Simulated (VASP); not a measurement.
Input of a VASP 6.6.1 run:

The input INCAR:

```
SYSTEM = H14SO6
  ALGO = Normal
  EDIFF = 1E-6
  ENCUT = 520
  GGA = PE
  ISIF = 2
  ISMEAR = -1
  IVDW = 12
  LASPH = .TRUE.
  LCHARG = .FALSE.
  LREAL = Auto
  LWAVE = .FALSE.
  NBANDS = 44
  NELM = 100
  PREC = Accurate
  SIGMA = 0.05
```

KPOINTS

```
k-points
0
G
  1 1 1
  0 0 0
```

POSCAR

```
H14SO6
1.0
    6.2144650000      0.0000000000      0.0000000000
    0.0000000000      6.2144650000      0.0000000000
    0.0000000000      0.0000000000      6.2144650000
O H S
6 14 1
Direct
    0.5044842959     -0.0962914748      0.3674813520
    0.2927846564      0.6220969947      0.6503375592
    0.9195642746      0.4328128005      1.2836503223
    0.8678784095      0.8218728402      0.5971551855
    0.2535536044      0.6990464988      0.1012315622
    0.6721415279      0.2300439378      0.7335144699
    0.4376563389     -0.1936128050      0.2561926087
    0.4457181753     -0.1700065895      0.5079439662
    0.3835245673      0.5061578108      0.6320093524
    0.1529174273      0.5602895824      0.6002447516
    0.9708478526      0.5329984158      1.1753867791
    0.7869864904      0.4137443851      1.2142155439
    0.7948713204      0.8574511241      0.4663313737
    0.8364195470      0.6725599066      0.6297887268
    0.2975155544      0.7229906356     -0.0475825353
    0.1740616449      0.8286795404      0.1146679561
    0.6961822136      0.1615102829      0.5893990875
    0.5303111370      0.1720341172      0.7918300288
    0.0187948601      1.0912604705      0.7859727265
    0.0553386333      1.2634072281      1.0490524929
    0.1830406962      1.1462933656      0.9187114257
```

Potentials or basis: VASP PAW PBE potentials, release 64 (O, H, S).

The run is started by

```console
$ cat potpaw_PBE.64/O/POTCAR potpaw_PBE.64/H/POTCAR potpaw_PBE.64/S/POTCAR > POTCAR
$ mpirun -np 1 vasp_gam > vasp.out
```

(1) What does it give for the band gap on the k mesh?

(2) Predict the pressure.

Answers

(1) 3.87 eV, direct.

(2) 1.6 GPa.
